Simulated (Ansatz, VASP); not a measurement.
One calculation of Ta4O, two programs

INCAR

```
ALGO = Normal
EDIFF = 1E-6
ENCUT = 520
GGA = PS
ISIF = 2
ISMEAR = -1
LASPH = True
LCHARG = False
LDAU = True
LDAUJ = 0 0
LDAUL = 2 -1
LDAUPRINT = 1
LDAUTYPE = 2
LDAUU = 1 0
LMAXMIX = 4
LREAL = False
LWAVE = False
NBANDS = 33
NELM = 150
PREC = Accurate
SIGMA = 0.05
```

Contents of KPOINTS:

```
k-points
0
Gamma
  8 8 4
```

The input POSCAR:

```
Ta4O
1.0
    3.2574970000      0.0000000000      0.0000000000
    0.0000000000      3.2574970000      0.0000000000
    0.0000000000      0.0000000000      7.4093410000
Ta O
4 1
Direct
    0.0000000000      0.0000000000      0.0000000000
    0.5000000000      0.5000000000      0.2168420000
    0.5000000000      0.5000000000      0.7831580000
    0.0000000000      0.0000000000      0.5000000000
    0.5000000000      0.5000000000      0.5000000000
```

Contents of input.yaml:

```yaml
crystal:
  lattice:
    - [3.257497, 0.0, 0.0]
    - [0.0, 3.257497, 0.0]
    - [0.0, 0.0, 7.409341]
  atoms:
    - { symbol: Ta, position: [0.0, 0.0, 0.0] }
    - { symbol: Ta, position: [0.5, 0.5, 0.216842] }
    - { symbol: Ta, position: [0.5, 0.5, 0.783158] }
    - { symbol: Ta, position: [0.0, 0.0, 0.5] }
    - { symbol: O, position: [0.5, 0.5, 0.5] }
hamiltonian:
  xc: pbesol
  pseudopotentials: { kind: paw }
  hubbard: { sites: [{ species: Ta, l: d, u_eff: 1.0 }] }
kpoints:
  mp_grid: { grid: [8, 8, 4] }
  band_path:
    path:
      - [[0.0, 0.0, 0.0], [0.0, 0.5, 0.0], [0.5, 0.5, 0.0], [0.0, 0.0, 0.0], [0.0, 0.0, 0.5], [0.0, 0.5, 0.5], [0.5, 0.5, 0.5], [0.0, 0.0, 0.5]]
      - [[0.0, 0.5, 0.0], [0.0, 0.5, 0.5]]
      - [[0.5, 0.5, 0.0], [0.5, 0.5, 0.5]]
    npoints: 14
scf:
  occupations: { method: fermi_dirac, width: 0.05 }
  n_extra_bands: 12
output:
  forces: true
  stress: true
  eigenvalues: true
  fatbands: false
```

The cell comes from a database or a generator and needn't be the stable form of this composition.

Alike in both runs: functional PBEsol; k mesh 8 × 8 × 4; occupations fermi-dirac, width 0.05 eV; no spin polarisation; Hubbard terms Ta d U = 1.0 eV.

|  | VASP | Ansatz |
| --- | --- | --- |
| version | VASP 6.6.1 | Ansatz 0.2.0 |
| potentials or method | VASP PAW PBE potentials, release 64 (Ta_pv, O) | Ansatz PAW |
| plane-wave cutoff (eV) | 520 | 420 |
| valence electrons in the cell | 50 | 58 |
| task | single point | band structure |

Ansatz gave:

* gap on the k mesh at the Fermi level (eV): none
* pressure (GPa): -7.3
* largest component of the traceless stress (GPa): 0.97
* rms of the force components (eV/Å): 0.048

Task: What did VASP give for the same quantities?

Result: gap on the k mesh at the Fermi level (eV): none; pressure (GPa): -4.9; largest component of the traceless stress (GPa): 0.60; rms of the force components (eV/Å): 0.035.

The programs project onto different local orbitals, so the same U acts differently. Atom by atom the forces differ by 0.013 eV/Å (rms over components). A gap of «none» marks a metal or a gap that the smearing closes. The two sets of potentials don't hold the same shells in valence.

Caveats: U without spin polarisation on a metal has little footing; the PAW data sets were made with another functional, which shifts forces and pressure a little (VASP); spin-orbit coupling is left out, which moves the levels of the heavy elements (Ansatz); the PAW data sets come from PBE, with cores solved anew for the run's functional, which leaves a small shift of forces and pressure (Ansatz). The runs have no spin-orbit coupling, so splittings on Ta are missing.
